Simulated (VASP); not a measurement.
Here is a VASP 6.6.1 calculation.

File POSCAR:

```
NbSiO4
1.0
    2.8714700000     -4.1370700000      0.0000000000
    2.8714700000      4.1370700000      0.0000000000
    0.0000000000      0.0000000000      5.9980500000
Nb Si O
2 2 8
Direct
    0.0000000000      0.0000000000      0.0000000000
    0.0000000000      0.0000000000      0.5000000000
    0.6475230000      0.3524770000      0.2500000000
    0.3524770000      0.6475230000      0.7500000000
    0.7658090000      0.2341910000      0.4670770000
    0.7658090000      0.2341910000      0.0329230000
    0.2948020000      0.2309110000      0.2500000000
    0.7690890000      0.7051980000      0.2500000000
    0.2341910000      0.7658090000      0.5329230000
    0.2341910000      0.7658090000      0.9670770000
    0.2309110000      0.2948020000      0.7500000000
    0.7051980000      0.7690890000      0.7500000000
```

File INCAR.step1:

```
ALGO     = Normal         # electronic algorithm
EDIFF    = 1E-8           # SCF threshold, eV
EDIFFG   = -0.002         # ionic threshold
ENCUT    = 520            # plane-wave cutoff, eV
GGA      = PE             # functional
IBRION   = 2              # ionic algorithm
ISIF     = 3              # what is computed and relaxed
ISMEAR   = 0              # smearing method
KPAR     = 8            
LASPH    = True           # aspherical terms in the spheres
LCHARG   = False          # write CHGCAR
LREAL    = False          # projectors in reciprocal space
LWAVE    = False          # write WAVECAR
NELM     = 100            # most SCF steps
NSW      = 40             # ionic steps
PREC     = Accurate       # precision mode
SIGMA    = 0.1            # smearing width, eV
```

File INCAR.step2:

```
ALGO     = Normal         # electronic algorithm
EDIFF    = 1E-8           # SCF threshold, eV
ENCUT    = 520            # plane-wave cutoff, eV
GGA      = PE             # functional
IBRION   = 6              # ionic algorithm
ISIF     = 3              # what is computed and relaxed
ISMEAR   = 0              # smearing method
KPAR     = 8            
LASPH    = True           # aspherical terms in the spheres
LCHARG   = False          # write CHGCAR
LREAL    = False          # projectors in reciprocal space
LWAVE    = False          # write WAVECAR
NELM     = 100            # most SCF steps
NFREE    = 2            
NSW      = 1              # ionic steps
POTIM    = 0.015          # step
PREC     = Accurate       # precision mode
SIGMA    = 0.1            # smearing width, eV
```

Contents of KPOINTS:

```
k-points
0
Gamma
  4 4 4
```

Potentials or basis: VASP PAW PBE potentials, release 64 (Nb_sv, Si, O).

Launch:

```console
$ cat potpaw_PBE.64/Nb_sv/POTCAR potpaw_PBE.64/Si/POTCAR potpaw_PBE.64/O/POTCAR > POTCAR
$ cp INCAR.step1 INCAR
$ mpirun -np 8 vasp_std > vasp.out
$ cp CONTCAR POSCAR
$ cp INCAR.step2 INCAR
$ mpirun -np 8 vasp_std > vasp.out
```

Estimate the Voigt bulk modulus.

129 GPa.

Predict the highest phonon frequency at Γ, LO-TO splitting left out.

931 cm⁻¹.

What does it give for the most unstable mode?

439i cm⁻¹.

Clamped-ion elastic tensor (GPa):
```
382 101  93   0   0   0
101 543 133   0   0   0
 93 133 356   0   0   0
  0   0   0 156   0   0
  0   0   0   0 112   0
  0   0   0   0   0 129
```

Caveat: some modes are imaginary.
